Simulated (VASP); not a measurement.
Computed with PBE GGA, VASP's PBE PAW potentials (set 64) (plane waves; VASP).

VASP ran on this input.

**KPOINTS**
```
Automatic mesh
0
Gamma
8 8 5
0 0 0
```

### INCAR
```
! general
SYSTEM   =  AlN
PREC     =  Accurate
ENCUT    =  620   ! plane-wave cut-off (eV)
LREAL    =  .FALSE.   ! projection in real space or not
LASPH    =  .TRUE.

! electronic loop
EDIFF    =  1E-6   ! SCF stop (eV)
NELM     =  100   ! most electronic steps
ALGO     =  Normal

! smearing
ISMEAR   =  0
SIGMA    =  0.05   ! width (eV)

! functional
GGA      =  PE

! ions
IBRION   =  2   ! conjugate gradients
NSW      =  40   ! most ionic steps
ISIF     =  3   ! ions, shape and volume
EDIFFG   =  -0.02   ! ionic stop
PSTRESS  =  100   ! kbar

! output
LWAVE    =  .FALSE.
LCHARG   =  .FALSE.
```

**POSCAR**
```
AlN
1
    1.5403486875    -2.6679621822     0.0000000000
    1.5403486875     2.6679621822     0.0000000000
    0.0000000000     0.0000000000     4.9334103529
Al N
2 2
Direct
  0.6666670000   0.3333330000   0.5000854415
  0.3333330000   0.6666670000   0.0000854415
  0.6666670000   0.3333330000   0.8819145585
  0.3333330000   0.6666670000   0.3819145585
```

POTCAR, in this order: Al N (PBE.64 set). Program: vasp_std.

Output of the run:

**OSZICAR**
```
       N       E                     dE             d eps       ncg     rms          rms(c)
DAV:   1     0.647397011004E+02    0.64740E+02   -0.86810E+03   720   0.139E+03
DAV:   2    -0.297358636598E+02   -0.94476E+02   -0.86684E+02  1080   0.262E+02
DAV:   3    -0.345461969344E+02   -0.48103E+01   -0.47807E+01   952   0.638E+01
DAV:   4    -0.345906191940E+02   -0.44422E-01   -0.44411E-01   836   0.691E+00
DAV:   5    -0.345912094672E+02   -0.59027E-03   -0.59025E-03   940   0.806E-01    0.124E+01
DAV:   6    -0.297238722809E+02    0.48673E+01   -0.16870E+01   876   0.339E+01    0.427E+00
DAV:   7    -0.297355337044E+02   -0.11661E-01   -0.71524E-01   820   0.722E+00    0.293E+00
DAV:   8    -0.297280861478E+02    0.74476E-02   -0.77389E-02   804   0.314E+00    0.475E-01
DAV:   9    -0.297233648600E+02    0.47213E-02   -0.19122E-02   932   0.105E+00    0.240E-01
DAV:  10    -0.297239009676E+02   -0.53611E-03   -0.25707E-03   856   0.420E-01    0.143E-01
DAV:  11    -0.297237969464E+02    0.10402E-03   -0.33740E-04   848   0.153E-01    0.318E-02
DAV:  12    -0.297237993112E+02   -0.23648E-05   -0.95776E-06   848   0.345E-02    0.767E-03
DAV:  13    -0.297237989545E+02    0.35666E-06   -0.80516E-06   848   0.237E-02
   1 F= -.27192955E+02 E0= -.27192955E+02  d E =-.271930E+02
```

OUTCAR:
```
------------------------ aborting loop because EDIFF is reached ----------------------------------------
  FORCE on cell =-STRESS in cart. coord.  units (eV):
  Direction    XX          YY          ZZ          XY          YZ          ZX
  --------------------------------------------------------------------------------------
  Total        2.5704569      2.5704569      2.4641508      0.0000000      0.0000000      0.0000000
  in kB      101.5652082    101.5652078     97.3647877      0.0000000      0.0000000      0.0000000
  external PRESSURE =       0.1650679 kB  Pullay stress =     100.0000000 kB
  volume of cell :       40.55
      direct lattice vectors                 reciprocal lattice vectors
     1.540348688 -2.667962182  0.000000000     0.324601828 -0.187408953  0.000000000
     1.540348688  2.667962182  0.000000000     0.324601828  0.187408953  0.000000000
     0.000000000  0.000000000  4.933410353     0.000000000  0.000000000  0.202699538
  FREE ENERGIE OF THE ION-ELECTRON SYSTEM (eV)
  ---------------------------------------------------
  free  energy   TOTEN  =       -29.7237989545 eV

  energy  without entropy=      -29.7237989545  energy(sigma->0) =      -29.72379895
  enthalpy is  TOTEN    =       -27.1929550130 eV   P V=        2.5308439415

 reached required accuracy - stopping structural energy minimisation
```
(Selected blocks of OUTCAR.)

### OUTCAR
```
 val. band max:        6.4445588851   @ k =   0.0000   0.0000   0.0000

 cond. band min:      10.9141668819   @ k =   0.0000   0.0000   0.0000


 Fermi energy:         6.6995646063

 k-point     1 :       0.0000    0.0000    0.0000
  band No.  band energies     occupation
      1      -8.9272      2.00000
      2      -6.6881      2.00000
      3       0.3137      2.00000
      4       5.5626      2.00000
      5       5.5627      2.00000
      6       6.2195      2.00000
      7       6.2195      2.00000
      8       6.4446      2.00000
      9      10.9142      0.00000
     10      13.3647      0.00000
     11      17.3004      0.00000
     12      17.8105      0.00000

 k-point     2 :       0.1250    0.0000    0.0000
  band No.  band energies     occupation
      1      -8.7226      2.00000
      2      -6.5735      2.00000
      3       0.5551      2.00000
      4       4.6805      2.00000
      5       5.3140      2.00000
      6       5.3997      2.00000
      7       6.1835      2.00000
      8       6.3521      2.00000
      9      11.7334      0.00000
     10      14.0973      0.00000
     11      16.4073      0.00000
     12      16.7206      0.00000

 k-point     3 :       0.2500    0.0000    0.0000
  band No.  band energies     occupation
      1      -8.1509      2.00000
      2      -6.3026      2.00000
      3       1.2494      2.00000
      4       2.9241      2.00000
      5       3.9525      2.00000
      6       4.8400      2.00000
      7       5.9988      2.00000
      8       6.0188      2.00000
      9      12.8445      0.00000
     10      14.2092      0.00000
     11      14.6985      0.00000
     12      16.7481      0.00000

 k-point     4 :       0.3750   -0.0000    0.0000
  band No.  band energies     occupation
      1      -7.3743      2.00000
      2      -6.1076      2.00000
      3       1.4457      2.00000
      4       2.2670      2.00000
      5       2.7179      2.00000
      6       4.4543      2.00000
...
```

The compound is AlN in the wurtzite structure. It was relaxed first under an external pressure of 10 GPa.
